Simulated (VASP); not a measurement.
Data:

```
CELL_PARAMETERS angstrom
      0.00000     2.95831     2.95831
      2.95831     0.00000     2.95831
      2.95831     2.95831     0.00000
ATOMIC_POSITIONS crystal
  Ta 0.00000 0.00000 0.00000
  Al 0.25000 0.25000 0.25000
```

Method: PBEsol GGA, VASP's PBE PAW potentials (set 64) (plane waves; VASP). Run with 400 eV cut-off, Gaussian smearing of 0.050 eV, potentials Ta_pv Al.

Problem. Give the energies of bands 4 to 10 at the high-symmetry points, in eV from the Fermi level.

Solution. 
| band | Γ | X | U | L | W |
|---|---|---|---|---|---|
| 4 | -7.21 | -4.05 | -4.18 | -5.14 | -4.06 |
| 5 | -1.21 | -3.15 | -2.56 | -2.44 | -1.99 |
| 6 | -1.21 | -0.50 | -1.16 | -0.94 | -1.90 |
| 7 | -1.21 | 0.47 | -0.29 | -0.94 | -0.67 |
| 8 | 0.64 | 0.47 | 0.01 | 1.06 | 0.71 |
| 9 | 0.64 | 0.75 | 0.94 | 1.13 | 0.95 |
| 10 | 6.66 | 1.52 | 1.62 | 1.13 | 1.29 |

It has no gap at this level: it comes out as a metal or semimetal.

The structure was generated: TaAl was put into the zinc blende type (F-43m), which need not be its known phase. It was relaxed first, which changed the volume by -32 %.
